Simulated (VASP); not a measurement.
# NiO: what each functional gives, and what it costs, part 5 of 6

Aim: the band gap of NiO at many levels of theory on one cell, with the cost of each. The start is a cell from a database of measured crystal structures.

VASP 6.6.1, plane waves and PAW; the level of theory is named at each step.

Still holding for the runs below: The magnetic order is the lowest of the few collinear ones tried above; longer or canted patterns were not tried. The cell is doubled for it, so bands and modes from the zone boundary of the chemical cell fold onto Γ and the labels are those of the larger cell.

So far, least gap on mesh and path (eV): step 6 (bands, level LDA) 0.458; step 7 (bands, level PBEsol) 0.797.

### Step 8. Bands with PBE

This step: PBE, spin-polarised from an antiferromagnetic start; plane waves and PAW (Ni, O) (VASP 6.6.1).

INCAR

```
SYSTEM = NiO
PREC = Accurate
ENCUT = 520
EDIFF = 1E-06
NELM = 100
ISMEAR = 0
SIGMA = 0.02
LREAL = .FALSE.
ALGO = Normal
GGA = PE
NBANDS = 32
ISPIN = 2
MAGMOM = 1.64 -1.64 0 0
LASPH = .TRUE.
LMAXMIX = 4
LORBIT = 11
LWAVE = .FALSE.
LCHARG = .FALSE.
KPAR = 8
```

POSCAR

```
NiO
1.0
    0.0000000000      2.0859016414      2.0859016414
    2.0859016414      0.0000000000      2.0859016414
    4.1718032828      4.1718032828      0.0000000000
Ni O
2 2
Direct
    0.0000000000      0.0000000000      0.0000000000
    0.0000000000      0.0000000000      0.5000000000
    0.5000000000      0.5000000000      0.2500000000
    0.5000000000      0.5000000000      0.7500000000
```

KPOINTS

```
Automatic mesh
0
Gamma
6 6 6
0 0 0
```

KPOINTS_OPT

```
Line mode
16
Line-mode
Reciprocal
  0.00000000   0.00000000   0.00000000 GAMMA
  0.00000000   0.50000000   0.50000000 L

  0.00000000   0.50000000   0.50000000 L
 -0.37500000   0.31250000   0.12500000 B1

 -0.31250000   0.31250000   0.50000000 B
  0.00000000   0.00000000   0.50000000 Z

  0.00000000   0.00000000   0.50000000 Z
  0.00000000   0.00000000   0.00000000 GAMMA

  0.00000000   0.00000000   0.00000000 GAMMA
 -0.34375000   0.34375000   0.00000000 X

 -0.34375000   0.31250000   0.31250000 Q
 -0.50000000   0.00000000   0.00000000 F

 -0.50000000   0.00000000   0.00000000 F
 -0.46875000   0.00000000   0.18750000 P1

 -0.46875000   0.00000000   0.18750000 P1
  0.00000000   0.00000000   0.50000000 Z

  0.00000000   0.50000000   0.50000000 L
  0.00000000   0.46875000   0.81250000 P
```

PAW data sets: Ni and O (PBE family, release 64).

The run is started by

```
$ mpirun -np 8 vasp_std
```

The log of the run:

```text
[... set-up lines as in an earlier step ...]
 entering main loop
       N       E                     dE             d eps       ncg     rms          rms(c)
DAV:   1     0.249511659993E+03    0.24951E+03   -0.13826E+04  4376   0.132E+03
DAV:   2    -0.406992600086E+01   -0.25358E+03   -0.22471E+03  4216   0.313E+02
DAV:   3    -0.272763830285E+02   -0.23206E+02   -0.21480E+02  4720   0.981E+01
DAV:   4    -0.276886728216E+02   -0.41229E+00   -0.41084E+00  4792   0.132E+01
[...]
DAV:  13    -0.234824913235E+02   -0.37668E-05   -0.48266E-05  6160   0.599E-02    0.264E-02
DAV:  14    -0.234824976863E+02   -0.63629E-05   -0.11300E-05  4760   0.414E-02    0.115E-02
DAV:  15    -0.234824975967E+02    0.89605E-07   -0.15667E-06  4312   0.196E-02
   1 F= -.23482498E+02 E0= -.23482498E+02  d E =-.777223E-13  mag=     0.0000
 Start KPOINTS_OPT (optional k-point list driver)
k-point batch [1-32\144]
       N       E                     dE             ncg
DAV:   1     0.112504145976E+05   -0.21922E+05     4416
DAV:   2     0.353601105242E+04   -0.77144E+04     4296
DAV:   3     0.282835354139E+04   -0.70766E+03     4600
DAV:   4     0.281587556897E+04   -0.12478E+02     4952
DAV:   5     0.281556270028E+04   -0.31287E+00     5264
DAV:   6     0.281554769540E+04   -0.15005E-01     5848
DAV:   7     0.281554750245E+04   -0.19295E-03     5248
DAV:   8     0.281554749954E+04   -0.29117E-05     3432
DAV:   9     0.281554749939E+04   -0.14338E-06     3288
[...]
k-point batch [129-144\144]
       N       E                     dE             ncg
DAV:   1     0.187351418822E+05   -0.15702E+05     2168
DAV:   2     0.147871227098E+05   -0.39480E+04     2128
DAV:   3     0.144098227221E+05   -0.37730E+03     2272
DAV:   4     0.144028284438E+05   -0.69943E+01     2536
DAV:   5     0.144026518200E+05   -0.17662E+00     2624
DAV:   6     0.144026447682E+05   -0.70519E-02     2944
DAV:   7     0.144026446900E+05   -0.78148E-04     2664
DAV:   8     0.144026446888E+05   -0.11984E-05     1768
DAV:   9     0.144026446888E+05   -0.51044E-07     1664
```

The job ended after 35 s (8 MPI ranks of Intel Xeon Platinum 8259CL at 2.50GHz (Skylake/Cascade Lake), shared host; peak memory 2.2 GiB; 4.5 min of CPU time).

Parts of OUTCAR (step 8):

```text
  Total        0.6031324      0.6031324      0.6031324     -0.0635597      0.0635597      0.0635597
  in kB       26.6183906     26.6183906     26.6183906     -2.8051163      2.8051163      2.8051163
  external PRESSURE =      26.6183906 kB  Pullay stress =       0.0000000 kB

 POSITION                                       TOTAL-FORCE (eV/Angst)
 -----------------------------------------------------------------------------------
      0.00000      0.00000      0.00000        -0.000000     -0.000000     -0.000000
      2.08590      2.08590      0.00000         0.000000      0.000000      0.000000
      2.08590      2.08590      2.08590         0.000000      0.000000     -0.000000
      4.17180      4.17180      2.08590        -0.000000     -0.000000     -0.000000
 -----------------------------------------------------------------------------------
    total drift:                                0.000000     -0.000000     -0.000000

  FREE ENERGIE OF THE ION-ELECTRON SYSTEM (eV)
  ---------------------------------------------------
  free  energy   TOTEN  =       -23.4824975967 eV

  energy  without entropy=      -23.4824975967  energy(sigma->0) =      -23.48249760

 magnetization (x)
# of ion       s       p       d       tot
------------------------------------------
    1       -0.010  -0.013   1.362   1.338
    2        0.010   0.013  -1.362  -1.338
    3        0.000   0.000   0.000   0.000
    4        0.000   0.000   0.000   0.000
--------------------------------------------------
tot          0.000  -0.000   0.000  -0.000

[... 2 parts as in an earlier step ...]

[... 1 further part left out ...]
[key lines of the parts left out:]
E-fermi :   7.5086
```

Both spin channels agree. Electronic bands along the path, in eV, zero at the valence-band top; v1 is the highest filled band, c1 the lowest empty one:

```csv
point,v4,v3,v2,v1,c1,c2,c3,c4
Γ,-1.53,-0.60,-0.60,-0.32,2.06,2.06,2.24,6.21
0.53 of the way,-0.83,-0.56,-0.24,-0.24,1.28,1.72,5.45,9.14
L,-0.49,-0.31,-0.28,-0.12,1.51,1.53,8.13,8.28
0.53 of the way,-0.69,-0.59,-0.22,-0.21,1.47,1.71,9.07,9.18
B1,-0.55,-0.42,-0.25,-0.16,1.55,1.63,9.10,9.24
jump to B,-0.55,-0.42,-0.25,-0.16,1.55,1.63,9.10,9.24
0.47 of the way,-0.67,-0.44,-0.26,-0.13,1.31,1.58,7.15,7.20
Z,-0.81,-0.66,-0.08,-0.08,1.52,1.52,4.90,5.03
0.47 of the way,-0.82,-0.53,-0.53,-0.50,1.81,1.81,3.36,6.00
Γ,-1.53,-0.60,-0.60,-0.32,2.06,2.06,2.24,6.21
0.47 of the way,-0.66,-0.65,-0.23,-0.23,1.40,1.72,5.42,9.52
X,-0.57,-0.45,-0.26,-0.17,1.57,1.63,9.23,9.41
jump to Q,-0.57,-0.45,-0.26,-0.17,1.57,1.63,9.23,9.41
0.53 of the way,-0.71,-0.36,-0.23,-0.21,1.70,2.04,7.16,7.55
F,-0.80,-0.42,-0.26,-0.14,2.11,2.19,6.21,6.91
0.47 of the way,-0.80,-0.42,-0.26,-0.14,2.09,2.12,6.34,6.97
P1,-0.80,-0.43,-0.27,-0.13,1.92,2.03,6.77,7.13
0.53 of the way,-0.84,-0.53,-0.28,-0.27,1.06,1.90,6.39,6.62
Z,-0.81,-0.66,-0.08,-0.08,1.52,1.52,4.90,5.03
jump to L,-0.49,-0.31,-0.28,-0.12,1.51,1.53,8.13,8.28
0.47 of the way,-0.51,-0.48,-0.28,-0.12,1.64,1.69,7.73,7.82
P,-0.80,-0.43,-0.27,-0.13,1.92,2.03,6.77,7.13
```

The largest weight of each band there:

```csv
point,v4,v3,v2,v1,c1,c2,c3,c4
Γ,Ni 0.93,Ni 0.97,Ni 0.97,Ni 0.91,Ni 0.70,Ni 0.70,Ni 0.61,Ni 0.76
L,Ni 0.77,Ni 0.69,Ni 0.99,Ni 0.94,Ni 0.84,Ni 0.87,Ni 0.64,Ni 0.64
B1,Ni 0.83,Ni 0.95,Ni 0.87,Ni 0.88,Ni 0.86,Ni 0.84,Ni 0.77,Ni 0.77
B,Ni 0.83,Ni 0.95,Ni 0.87,Ni 0.88,Ni 0.86,Ni 0.84,Ni 0.77,Ni 0.77
Z,Ni 0.98,Ni 0.91,Ni 0.56,Ni 0.56,Ni 0.76,Ni 0.76,O 0.51,O 0.51
Γ,Ni 0.93,Ni 0.97,Ni 0.97,Ni 0.91,Ni 0.70,Ni 0.70,Ni 0.61,Ni 0.76
```

The gap is 1.00 eV, indirect. Against LDA that is +0.54 eV; the cost is about the same.

### Step 9. Bands with r2SCAN

This step: r2SCAN, spin-polarised from an antiferromagnetic start; plane waves and PAW (Ni, O) (VASP 6.6.1).

r2SCAN adds the kinetic-energy density, costs more than a GGA and is run with LASPH.

INCAR: that of step 8 with these lines changed.

```diff
@@ -9,3 +9,4 @@
 ALGO = Normal
-GGA = PE
+METAGGA = R2SCAN
+LASPH = .TRUE.
 NBANDS = 32
@@ -13,3 +14,2 @@
 MAGMOM = 1.64 -1.64 0 0
-LASPH = .TRUE.
 LMAXMIX = 4
```

POSCAR is that of step 8.

KPOINTS is that of step 8.

KPOINTS_OPT is that of step 8.

The run is started by

```
$ mpirun -np 8 vasp_std
```

The log of the run:

```text
[banner, memory and clock lines left out]
running    8 mpi-ranks, on    1 nodes
[...]
[... a notice as in an earlier step ...]

 [... a notice as in an earlier step ...]

 LDA part: xc-table for (None), standard interpolation
 POSCAR, INCAR and KPOINTS ok, starting setup
[...]
entering main loop
       N       E                     dE             d eps       ncg     rms          rms(c)
DAV:   1     0.233911865484E+03    0.23391E+03   -0.14153E+04  4376   0.135E+03
DAV:   2    -0.255673746491E+02   -0.25948E+03   -0.22978E+03  4208   0.321E+02
DAV:   3    -0.498494755311E+02   -0.24282E+02   -0.22604E+02  4752   0.102E+02
DAV:   4    -0.502960974436E+02   -0.44662E+00   -0.44490E+00  4784   0.139E+01
[...]
DAV:  14    -0.405619550740E+02   -0.45575E-05   -0.92003E-06  5024   0.285E-02    0.731E-03
DAV:  15    -0.405619573282E+02   -0.22542E-05   -0.62141E-07  3760   0.105E-02    0.255E-03
DAV:  16    -0.405619570883E+02    0.23992E-06   -0.41674E-07  2672   0.537E-03
   1 F= -.40561957E+02 E0= -.40561957E+02  d E =-.202874E-23  mag=    -0.0000
 Start KPOINTS_OPT (optional k-point list driver)
k-point batch [1-32\144]
       N       E                     dE             ncg
DAV:   1     0.109828491598E+05   -0.22189E+05     4400
DAV:   2     0.294510162341E+04   -0.80377E+04     4224
DAV:   3     0.219544221302E+04   -0.74966E+03     4608
DAV:   4     0.218188395132E+04   -0.13558E+02     5008
DAV:   5     0.218150571868E+04   -0.37823E+00     5504
DAV:   6     0.218149153665E+04   -0.14182E-01     5672
DAV:   7     0.218149143607E+04   -0.10058E-03     5520
DAV:   8     0.218149143551E+04   -0.55894E-06     3512
[...]
k-point batch [129-144\144]
       N       E                     dE             ncg
DAV:   1     0.186065045581E+05   -0.15831E+05     2160
DAV:   2     0.144895824544E+05   -0.41169E+04     2144
DAV:   3     0.140910878526E+05   -0.39849E+03     2296
DAV:   4     0.140836781924E+05   -0.74097E+01     2552
DAV:   5     0.140834676656E+05   -0.21053E+00     2712
DAV:   6     0.140834594014E+05   -0.82642E-02     2912
DAV:   7     0.140834593103E+05   -0.91137E-04     2728
DAV:   8     0.140834593099E+05   -0.39507E-06     1816
```

The job ended after 95 s (8 MPI ranks; peak memory 2.2 GiB; 13 min of CPU time).

OUTCAR, selected parts (step 9):

```text
  Total       -0.2986972     -0.2986972     -0.2986972     -0.0479013      0.0479013      0.0479013
  in kB      -13.1825752    -13.1825752    -13.1825752     -2.1140549      2.1140549      2.1140549
  external PRESSURE =     -13.1825752 kB  Pullay stress =       0.0000000 kB

 POSITION                                       TOTAL-FORCE (eV/Angst)
 -----------------------------------------------------------------------------------
      0.00000      0.00000      0.00000        -0.000000     -0.000000     -0.000000
      2.08590      2.08590      0.00000        -0.000000     -0.000000     -0.000000
      2.08590      2.08590      2.08590         0.000000      0.000000     -0.000000
      4.17180      4.17180      2.08590        -0.000000     -0.000000      0.000000
 -----------------------------------------------------------------------------------
    total drift:                                0.000000     -0.000000     -0.000000

  FREE ENERGIE OF THE ION-ELECTRON SYSTEM (eV)
  ---------------------------------------------------
  free  energy   TOTEN  =       -40.5619570883 eV

  energy  without entropy=      -40.5619570883  energy(sigma->0) =      -40.56195709

 magnetization (x)
# of ion       s       p       d       tot
------------------------------------------
    1       -0.007  -0.012   1.578   1.559
    2        0.007   0.012  -1.578  -1.559
    3        0.000   0.000   0.000   0.000
    4        0.000   0.000   0.000   0.000
--------------------------------------------------
tot          0.000   0.000   0.000   0.000

[... 2 parts as in an earlier step ...]

[... 1 further part left out ...]
[key lines of the parts left out:]
E-fermi :   6.9815
```

Both spin channels agree. Electronic bands along the path, in eV, zero at the valence-band top; v1 is the highest filled band, c1 the lowest empty one:

```csv
point,v4,v3,v2,v1,c1,c2,c3,c4
Γ,-1.55,-0.56,-0.56,-0.42,3.18,3.21,3.21,7.22
0.53 of the way,-0.86,-0.65,-0.32,-0.24,2.65,3.01,6.50,10.21
L,-0.68,-0.42,-0.39,-0.25,2.90,2.96,9.19,9.40
0.53 of the way,-0.84,-0.67,-0.35,-0.32,2.82,3.10,10.20,10.35
B1,-0.70,-0.55,-0.35,-0.28,2.95,3.03,10.12,10.35
jump to B,-0.70,-0.55,-0.35,-0.28,2.95,3.03,10.12,10.35
0.47 of the way,-0.75,-0.58,-0.28,-0.20,2.65,2.93,8.24,8.35
Z,-0.87,-0.70,-0.05,-0.05,2.87,2.87,5.86,6.11
0.47 of the way,-0.92,-0.57,-0.36,-0.36,3.03,3.03,4.32,7.04
Γ,-1.55,-0.56,-0.56,-0.42,3.18,3.21,3.21,7.22
0.47 of the way,-0.76,-0.65,-0.34,-0.27,2.71,3.07,6.47,10.63
X,-0.72,-0.58,-0.36,-0.27,2.96,3.03,10.26,10.51
jump to Q,-0.72,-0.58,-0.36,-0.27,2.96,3.03,10.26,10.51
0.53 of the way,-0.83,-0.34,-0.32,-0.27,3.02,3.35,8.20,8.54
F,-0.95,-0.37,-0.32,-0.23,3.33,3.47,7.22,7.88
0.47 of the way,-0.93,-0.38,-0.33,-0.22,3.31,3.41,7.36,7.94
P1,-0.85,-0.43,-0.35,-0.22,3.24,3.26,7.80,8.12
0.53 of the way,-0.87,-0.65,-0.32,-0.29,2.42,3.14,7.47,7.72
Z,-0.87,-0.70,-0.05,-0.05,2.87,2.87,5.86,6.11
jump to L,-0.68,-0.42,-0.39,-0.25,2.90,2.96,9.19,9.40
0.47 of the way,-0.58,-0.56,-0.37,-0.24,3.02,3.03,8.76,8.89
P,-0.85,-0.43,-0.35,-0.22,3.24,3.26,7.80,8.12
```

The largest weight of each band there:

```csv
point,v4,v3,v2,v1,c1,c2,c3,c4
Γ,Ni 0.89,Ni 0.89,Ni 0.89,Ni 0.91,Ni 0.63,Ni 0.77,Ni 0.77,Ni 0.77
L,Ni 0.72,Ni 0.97,Ni 0.62,Ni 0.94,Ni 0.88,Ni 0.90,Ni 0.67,Ni 0.66
B1,Ni 0.80,Ni 0.92,Ni 0.83,Ni 0.87,Ni 0.89,Ni 0.87,Ni 0.79,Ni 0.79
B,Ni 0.80,Ni 0.92,Ni 0.83,Ni 0.87,Ni 0.89,Ni 0.87,Ni 0.79,Ni 0.79
Z,Ni 0.94,Ni 0.90,O 0.53,O 0.53,Ni 0.82,Ni 0.82,Ni 0.51,Ni 0.51
Γ,Ni 0.89,Ni 0.89,Ni 0.89,Ni 0.91,Ni 0.63,Ni 0.77,Ni 0.77,Ni 0.77
```

The gap is 2.36 eV, indirect. Against LDA that is +1.90 eV; this run took 3.2 times the core time.

### Step 10. Bands with TB-mBJ

This step: TB-mBJ, spin-polarised from an antiferromagnetic start; plane waves and PAW (Ni, O) (VASP 6.6.1).

TB-mBJ is a local potential fitted to gaps: it costs far less than a hybrid but gives no energy.

INCAR: that of step 9 with these lines changed.

```diff
@@ -4,3 +4,3 @@
 EDIFF = 1E-06
-NELM = 100
+NELM = 150
 ISMEAR = 0
@@ -9,3 +9,3 @@
 ALGO = Normal
-METAGGA = R2SCAN
+METAGGA = MBJ
 LASPH = .TRUE.
```

POSCAR is that of step 9.

KPOINTS is that of step 9.

KPOINTS_OPT is that of step 9.

The run is started by

```
$ mpirun -np 8 vasp_std
```

The log of the run:

```text
[... set-up lines as in an earlier step ...]
 entering main loop
       N       E                     dE             d eps       ncg     rms          rms(c)
DAV:   1     0.445180561798E+03    0.44518E+03   -0.13434E+04  4360   0.128E+03
DAV:   2     0.193996316652E+03   -0.25118E+03   -0.22254E+03  4240   0.305E+02
DAV:   3     0.170421670086E+03   -0.23575E+02   -0.21861E+02  4736   0.981E+01
DAV:   4     0.169962561423E+03   -0.45911E+00   -0.45674E+00  4856   0.137E+01
[...]
DAV:  41     0.188801837191E+03   -0.18456E-04   -0.23946E-10  2144   0.275E-04    0.265E-04
DAV:  42     0.188801817978E+03   -0.19213E-04   -0.69993E-10  2144   0.210E-04    0.198E-04
DAV:  43     0.188801817292E+03   -0.68643E-06   -0.18155E-10  2144   0.115E-04
   1 F= 0.18880182E+03 E0= 0.18880182E+03  d E =-.712862E-64  mag=     0.0000
 Start KPOINTS_OPT (optional k-point list driver)
k-point batch [1-32\144]
       N       E                     dE             ncg
DAV:   1     0.127575284467E+05   -0.20415E+05     4320
DAV:   2     0.463547056702E+04   -0.81221E+04     4168
DAV:   3     0.389811574780E+04   -0.73735E+03     4792
DAV:   4     0.388483120346E+04   -0.13285E+02     5016
DAV:   5     0.388447459425E+04   -0.35661E+00     5072
DAV:   6     0.388446507347E+04   -0.95208E-02     5136
DAV:   7     0.388446485914E+04   -0.21434E-03     5424
DAV:   8     0.388446485367E+04   -0.54660E-05     4544
DAV:   9     0.388446485339E+04   -0.27645E-06     3896
[...]
k-point batch [129-144\144]
       N       E                     dE             ncg
DAV:   1     0.194794465432E+05   -0.14958E+05     2136
DAV:   2     0.153270035664E+05   -0.41524E+04     2056
DAV:   3     0.149424665816E+05   -0.38454E+03     2344
DAV:   4     0.149355471259E+05   -0.69195E+01     2584
DAV:   5     0.149353525564E+05   -0.19457E+00     2528
DAV:   6     0.149353488958E+05   -0.36606E-02     2688
DAV:   7     0.149353487770E+05   -0.11881E-03     2720
DAV:   8     0.149353487724E+05   -0.45483E-05     2600
DAV:   9     0.149353487722E+05   -0.20011E-06     2168
```

Elapsed: 74 s, on 8 MPI ranks; peak memory 2.4 GiB; 9.8 min of CPU time.

Parts of OUTCAR (step 10):

```text
  Total     -163.8155559   -163.8155559   -163.8155559     -0.0266764      0.0266764      0.0266764
  in kB    -7229.7662061  -7229.7662061  -7229.7662061     -1.1773256      1.1773256      1.1773256
  external PRESSURE =   -7229.7662061 kB  Pullay stress =       0.0000000 kB

 POSITION                                       TOTAL-FORCE (eV/Angst)
 -----------------------------------------------------------------------------------
      0.00000      0.00000      0.00000        -0.000000     -0.000000      0.000000
      2.08590      2.08590      0.00000        -0.000000     -0.000000     -0.000000
      2.08590      2.08590      2.08590         0.000000      0.000000      0.000000
      4.17180      4.17180      2.08590        -0.000000     -0.000000     -0.000000
 -----------------------------------------------------------------------------------
    total drift:                                0.000000     -0.000000     -0.000000

  FREE ENERGIE OF THE ION-ELECTRON SYSTEM (eV)
  ---------------------------------------------------
  free  energy   TOTEN  =       188.8018172919 eV

  energy  without entropy=      188.8018172919  energy(sigma->0) =      188.80181729

 magnetization (x)
# of ion       s       p       d       tot
------------------------------------------
    1       -0.006  -0.013   1.749   1.729
    2        0.006   0.013  -1.749  -1.729
    3        0.000   0.000   0.000   0.000
    4        0.000   0.000   0.000   0.000
--------------------------------------------------
tot          0.000   0.000   0.000   0.000

[... 2 parts as in an earlier step ...]

[... 1 further part left out ...]
[key lines of the parts left out:]
E-fermi :   8.5124
```

This functional is a potential without an energy, so its energies, forces and stress mean nothing and are not read.

Both spin channels agree. The electronic bands at the labelled points (eV, zero at the valence-band top; v1 is the highest filled band, c1 the lowest empty one):

```csv
point,v4,v3,v2,v1,c1,c2,c3,c4
Γ,-1.37,-0.46,-0.35,-0.35,4.42,5.10,5.10,8.43
0.53 of the way,-0.82,-0.55,-0.43,-0.26,4.77,5.06,7.64,11.31
L,-0.59,-0.56,-0.41,-0.31,5.06,5.13,10.41,10.66
0.53 of the way,-0.71,-0.65,-0.46,-0.45,5.00,5.23,11.44,11.57
B1,-0.65,-0.62,-0.38,-0.38,5.12,5.18,11.44,11.50
jump to B,-0.65,-0.62,-0.38,-0.38,5.12,5.18,11.45,11.50
0.47 of the way,-0.70,-0.63,-0.33,-0.25,4.76,5.01,9.40,9.53
Z,-0.88,-0.73,0.00,0.00,4.90,4.90,7.01,7.18
0.47 of the way,-0.95,-0.59,-0.18,-0.18,4.99,4.99,5.47,8.19
Γ,-1.37,-0.46,-0.35,-0.35,4.42,5.10,5.10,8.43
0.47 of the way,-0.77,-0.61,-0.43,-0.23,4.83,5.12,7.59,11.71
X,-0.66,-0.64,-0.43,-0.36,5.13,5.17,11.59,11.63
jump to Q,-0.66,-0.64,-0.43,-0.36,5.13,5.17,11.59,11.63
0.53 of the way,-0.78,-0.45,-0.25,-0.21,5.11,5.39,9.36,10.03
F,-0.82,-0.41,-0.23,-0.12,5.29,5.46,8.44,9.42
0.47 of the way,-0.81,-0.41,-0.24,-0.14,5.28,5.41,8.56,9.46
P1,-0.75,-0.43,-0.29,-0.20,5.25,5.29,8.97,9.61
0.53 of the way,-0.76,-0.63,-0.40,-0.30,4.56,5.11,8.59,8.90
Z,-0.88,-0.73,0.00,0.00,4.90,4.90,7.01,7.18
jump to L,-0.59,-0.56,-0.41,-0.31,5.06,5.13,10.41,10.66
0.47 of the way,-0.61,-0.50,-0.36,-0.31,5.12,5.16,9.96,10.23
P,-0.75,-0.43,-0.29,-0.20,5.25,5.29,8.97,9.61
```

The largest weight of each band there:

```csv
point,v4,v3,v2,v1,c1,c2,c3,c4
Γ,Ni 0.92,Ni 0.90,Ni 0.75,Ni 0.75,Ni 0.68,Ni 0.87,Ni 0.87,Ni 0.79
L,Ni 0.71,Ni 0.95,Ni 0.93,Ni 0.61,Ni 0.92,Ni 0.92,Ni 0.70,Ni 0.70
B1,Ni 0.86,Ni 0.89,Ni 0.74,Ni 0.83,Ni 0.93,Ni 0.92,Ni 0.83,Ni 0.78
B,Ni 0.86,Ni 0.89,Ni 0.74,Ni 0.83,Ni 0.93,Ni 0.92,Ni 0.83,Ni 0.78
Z,Ni 0.89,Ni 0.89,O 0.53,O 0.53,Ni 0.89,Ni 0.89,Ni 0.58,Ni 0.55
Γ,Ni 0.92,Ni 0.90,Ni 0.75,Ni 0.75,Ni 0.68,Ni 0.87,Ni 0.87,Ni 0.79
```

The gap is 4.42 eV, indirect, from Z to Γ. Against LDA that is +3.97 eV; this run took 2.5 times the core time.

(Continued in part 6 of 6.)

[Lines on the potential files, build, host, timing and source positions are cut from VASP's logs without a mark.]

[Logs are printed without paths, hosts, clocks, repeated set-up lines and the standing remarks that a program may print on its own settings, such as how far it seeks lower states.]

[Hosts, paths, dates, database ids (printed as entryN), source tags and the programs' standing remarks are cut or masked in the printed files.]

[Measured values are set beside computed ones only where the two were judged alike; some that the calculation misses by far are left out.]

[In band tables of VASP the shares of atoms and orbitals are scaled to a sum of 1 inside the atoms' spheres.]
